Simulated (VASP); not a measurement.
These are PBE GGA, VASP's PBE PAW potentials (set 64) (plane waves; VASP) values and carry that method's errors.

VASP ran on this input.

INCAR:
```
EDIFF = 1E-6   ! SCF stop (eV)
GGA = PE
NELM = 100   ! most electronic steps
NSW = 60   ! most ionic steps
SYSTEM = RuSe
ISIF = 3   ! ions, shape and volume
ENCUT = 400   ! plane-wave cut-off (eV)
LCHARG = F
SIGMA = 0.1   ! width (eV)
LWAVE = F
ALGO = Normal
LASPH = T   ! aspherical one-centre terms
LREAL = F   ! projection in real space or not
IBRION = 2
PREC = Accurate
EDIFFG = -0.01   ! ionic stop
LMAXMIX = 4   ! l cut-off of mixed one-centre charges
ISMEAR = 1   ! Methfessel-Paxton
```

POSCAR:
```
RuSe
1
    0.0000000000     3.0715030000     3.0715030000
    3.0715030000     0.0000000000     3.0715030000
    3.0715030000     3.0715030000     0.0000000000
Ru Se
1 1
Direct
  0.0000000000   0.0000000000   0.0000000000
  0.2500000000   0.2500000000   0.2500000000
```

**KPOINTS**
```
Automatic mesh
0
Gamma
9 9 9
0 0 0
```

POTCAR, in this order: Ru_pv Se (PBE.64 set). Program: vasp_std.

Energy and stress use the plane-wave basis of the starting cell.

Question: What does the run give for the energy per atom (σ→0), volume per atom, band gap (on the k-mesh)?

Answer: 
```
Property                                                    Result
------------------------  ----------------------------------------
energy per atom (σ→0)                               -6.221 eV/atom
band gap (on the k-mesh)  none (metal, semimetal or under 0.01 eV)
volume per atom                                      20.86 Å³/atom
```

OSZICAR:
```
...
DAV:   1    -0.124584177653E+02   -0.16739E-01   -0.27696E-01   980   0.633E+00    0.988E-01
DAV:   2    -0.124454918833E+02    0.12926E-01   -0.10427E-01   980   0.338E+00    0.357E-01
DAV:   3    -0.124425721498E+02    0.29197E-02   -0.85701E-03   980   0.967E-01    0.102E-01
DAV:   4    -0.124424202808E+02    0.15187E-03   -0.14850E-03  1022   0.291E-01    0.460E-02
DAV:   5    -0.124424395517E+02   -0.19271E-04   -0.52592E-05  1214   0.572E-02    0.233E-02
DAV:   6    -0.124424455129E+02   -0.59612E-05   -0.19852E-05  1136   0.339E-02    0.311E-03
DAV:   7    -0.124424452738E+02    0.23914E-06   -0.81672E-07   940   0.917E-03
   4 F= -.12442445E+02 E0= -.12442023E+02  d E =-.121064E+01
```

The structure was generated: RuSe was put into the zinc blende type (F-43m), which need not be its known phase. This run relaxes it. Symmetry was kept, so distortions that lower it aren't found.
